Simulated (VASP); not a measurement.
Computed with PBEsol GGA, VASP's PBE PAW potentials (set 64) (plane waves; VASP).

A VASP calculation is set up with these files.

File POSCAR:
```
Tc
1
    1.3603112852    -2.3561286453     0.0000000000
    1.3603112852     2.3561286453     0.0000000000
    0.0000000000     0.0000000000     4.3581894493
Tc
2
Direct
  0.3333330000   0.6666670000   0.2500000000
  0.6666670000   0.3333330000   0.7500000000
```

**KPOINTS**
```
k-points along high-symmetry lines
10
Line-mode
Reciprocal
  0.000000   0.000000   0.000000 ! GAMMA
 -0.000000   0.500000   0.000000 ! M

 -0.000000   0.500000   0.000000 ! M
 -0.333333   0.666667   0.000000 ! K

 -0.333333   0.666667   0.000000 ! K
  0.000000   0.000000   0.000000 ! GAMMA

  0.000000   0.000000   0.000000 ! GAMMA
  0.000000   0.000000   0.500000 ! A

  0.000000   0.000000   0.500000 ! A
 -0.000000   0.500000   0.500000 ! L

 -0.000000   0.500000   0.500000 ! L
 -0.333333   0.666667   0.500000 ! H

 -0.333333   0.666667   0.500000 ! H
  0.000000   0.000000   0.500000 ! A

 -0.000000   0.500000   0.500000 ! L
 -0.000000   0.500000   0.000000 ! M

 -0.333333   0.666667   0.500000 ! H
 -0.333333   0.666667   0.000000 ! K
```

INCAR:
```
SYSTEM = Tc
PREC = Accurate; ENCUT = 520; LREAL = .FALSE.
LASPH = .TRUE.; ICHARG = 11
EDIFF = 1E-7; NELM = 100; ALGO = Normal
LMAXMIX = 4
ISMEAR = 0; SIGMA = 0.05
GGA = PS
LWAVE = .FALSE.; LCHARG = .FALSE.; LORBIT = 11
```

POTCAR, in this order: Tc_pv (PBE.64 set). Program: vasp_std. Read from the step before: CHGCAR.

The run wrote:

**OSZICAR**
```
       N       E                     dE             d eps       ncg     rms          rms(c)
DAV:   1     0.310342881555E+03    0.31034E+03   -0.17145E+04  3084   0.163E+03
DAV:   2    -0.145122958784E+02   -0.32486E+03   -0.32114E+03  3416   0.459E+02
DAV:   3    -0.225242112003E+02   -0.80119E+01   -0.77716E+01  3683   0.811E+01
DAV:   4    -0.226012021314E+02   -0.76991E-01   -0.76136E-01  3304   0.772E+00
DAV:   5    -0.226019082905E+02   -0.70616E-03   -0.70611E-03  3530   0.714E-01
DAV:   6    -0.226019229115E+02   -0.14621E-04   -0.14621E-04  3510   0.850E-02
DAV:   7    -0.226019233947E+02   -0.48316E-06   -0.48235E-06  3486   0.111E-02
DAV:   8    -0.226019234115E+02   -0.16761E-07   -0.17436E-07  2260   0.169E-03
   1 F= -.22601923E+02 E0= -.22598858E+02  d E =-.613078E-02
```

OUTCAR:
```
 val. band max:       12.8345257367   @ k =   0.0000   0.0000   0.0556

 cond. band min:      12.8444607424   @ k =  -0.1481   0.2963   0.0000



 k-point     1 :       0.0000    0.0000    0.0000
  band No.  band energies     occupation
      1     -26.5366      2.00000
      2     -25.3320      2.00000
      3     -25.3320      2.00000
      4     -25.1292      2.00000
      5     -25.1292      2.00000
      6     -25.0851      2.00000
      7       5.4513      2.00000
      8       7.3224      2.00000
      9      11.3081      2.00000
     10      11.3081      2.00000
     11      11.3964      2.00000
     12      12.0611      2.00000
     13      12.0611      2.00000
     14      12.7834      1.90352
     15      12.7834      1.90334
     16      14.6506      0.00000
     17      15.5572      0.00000

 k-point     2 :       0.0000    0.0556    0.0000
  band No.  band energies     occupation
      1     -26.5229      2.00000
      2     -25.3633      2.00000
      3     -25.3422      2.00000
      4     -25.1618      2.00000
      5     -25.1335      2.00000
      6     -25.0909      2.00000
      7       5.5716      2.00000
      8       7.4215      2.00000
      9      11.0080      2.00000
     10      11.4113      2.00000
     11      11.6597      2.00000
     12      11.9947      2.00000
     13      12.1573      2.00000
     14      12.6390      2.00000
     15      12.6991      1.99995
     16      13.8782      0.00000
     17      15.6120      0.00000

 k-point     3 :       0.0000    0.1111    0.0000
  band No.  band energies     occupation
      1     -26.4827      2.00000
      2     -25.4531      2.00000
      3     -25.3711      2.00000
      4     -25.2542      2.00000
      5     -25.1461      2.00000
      6     -25.1083      2.00000
      7       5.9185      2.00000
      8       7.6933      2.00000
      9      10.6217      2.00000
     10      11.7164      2.00000
     11      11.7746      2.00000
     12      12.0302      2.00000
...
```

The density is held fixed in this step, so its total energy and stress have no physical meaning.

The compound is Tc in the hcp structure. It was relaxed first.
